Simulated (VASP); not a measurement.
Level of theory: PBEsol GGA, VASP's PBE PAW potentials (set 64) (plane waves; VASP).

Input for VASP

**KPOINTS**
```
Automatic mesh
0
G
18 18 10
0 0 0
```

**POSCAR**
```
Be
1.0
  1.1301213818  -1.9574274841   0.0000000000
  1.1301213818   1.9574274841   0.0000000000
  0.0000000000   0.0000000000   3.5509623198
Be
2
Cart
  1.1301213818   0.6524771330   0.8877405799
  1.1301213818  -0.6524771330   2.6632217398
```

INCAR:
```
! general
SYSTEM  = Be
PREC    = Accurate
ENCUT   = 480
LREAL   = .FALSE.
LASPH   = .TRUE.

! electronic loop
EDIFF   = 1E-7
NELM    = 100
ALGO    = Normal

! smearing
ISMEAR  = 1
SIGMA   = 0.1

! functional
GGA     = PS

! ions
IBRION  = 2
NSW     = 40
ISIF    = 3
EDIFFG  = -0.01
PSTRESS = 50

! output
LWAVE   = .FALSE.
LCHARG  = .FALSE.
```

POTCAR, in this order: Be (PBE.64 set). Program: vasp_std.

Energy and stress use the plane-wave basis of the starting cell.

Question: What does the run give for the energy per atom (σ→0), volume per atom, band gap (on the k-mesh)?

Answer: 
```yaml
energy per atom (σ→0): -3.992 eV/atom
band gap (on the k-mesh): none (metal, semimetal or under 0.01 eV)
volume_per_atom: 7.56 Å^3/atom
```

**OSZICAR**
```
...
DAV:   4    -0.798336734369E+01   -0.18076E-08   -0.32895E-10  1428   0.215E-04
   4 F= -.75118757E+01 E0= -.75118206E+01  d E =-.100870E-01
       N       E                     dE             d eps       ncg     rms          rms(c)
DAV:   1    -0.798356298530E+01   -0.19564E-03   -0.24168E-04  3330   0.107E-01    0.603E-03
DAV:   2    -0.798356253670E+01    0.44861E-06   -0.10001E-06  3072   0.886E-03    0.364E-03
DAV:   3    -0.798356211677E+01    0.41993E-06   -0.18238E-07  3204   0.268E-03    0.575E-05
DAV:   4    -0.798356211568E+01    0.10859E-08   -0.18301E-09  1716   0.441E-04
   5 F= -.75118956E+01 E0= -.75118384E+01  d E =-.199831E-04
```

The compound is Be in the hcp structure. This run relaxes it under an external pressure of 5 GPa. Symmetry was kept, so distortions that lower it aren't found.
